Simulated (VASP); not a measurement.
Here is a VASP 6.6.1 calculation.

The input INCAR:

```
ALGO     = Normal         # electronic algorithm
EDIFF    = 1E-6           # SCF threshold, eV
ENCUT    = 520            # plane-wave cutoff, eV
ISIF     = 2              # what is computed and relaxed
ISMEAR   = 0              # smearing method
KPAR     = 2            
LASPH    = T              # aspherical terms in the spheres
LCHARG   = F              # write CHGCAR
LMIXTAU  = T            
LREAL    = F              # projectors in reciprocal space
LWAVE    = F              # write WAVECAR
METAGGA  = R2SCAN         # meta-GGA
NELM     = 150            # most SCF steps
PREC     = Accurate       # precision mode
SIGMA    = 0.03           # smearing width, eV
```

The input KPOINTS:

```
k-points
0
Gamma
  8 8 4
```

Contents of POSCAR:

```
ZnCd2SeS2
1.0
    4.1321790000      0.0000000000      0.0000000000
   -2.0660890000      3.5785720000      0.0000000000
    0.0000000000      0.0000000000     10.2528200000
Zn Cd Se S
1 2 1 2
Direct
    0.0000000000      0.0000000000      0.0009430000
    0.3333330000      0.6666670000      0.3184880000
    0.6666670000      0.3333330000      0.6863590000
    0.3333330000      0.6666670000      0.5783470000
    0.6666670000      0.3333330000      0.9358320000
    0.0000000000      0.0000000000      0.2300050000
```

Potentials or basis: VASP PAW PBE potentials, release 64 (Zn, Cd, Se, S).

Command:

```sh
$ cat potpaw_PBE.64/Zn/POTCAR potpaw_PBE.64/Cd/POTCAR potpaw_PBE.64/Se/POTCAR potpaw_PBE.64/S/POTCAR > POTCAR
$ mpirun -np 2 vasp_std > vasp.out
```

Question: Predict the band gap on the k mesh.

Answer: 1.10 eV, direct.

Question: Predict the pressure.

Answer: -1.7 GPa.

Question: What does it give for the largest force?

Answer: 0.062 eV/Å.

Forces in eV/Å, atoms in the order of the input:
```
Zn   0.000  0.000  0.062
Cd   0.000  0.000  0.002
Cd   0.000  0.000 -0.034
Se   0.000  0.000  0.026
S    0.000  0.000  0.001
S    0.000  0.000 -0.057
```

Caveat: the PAW data sets were made with another functional, which shifts forces and pressure a little. A k mesh can miss the band edges.
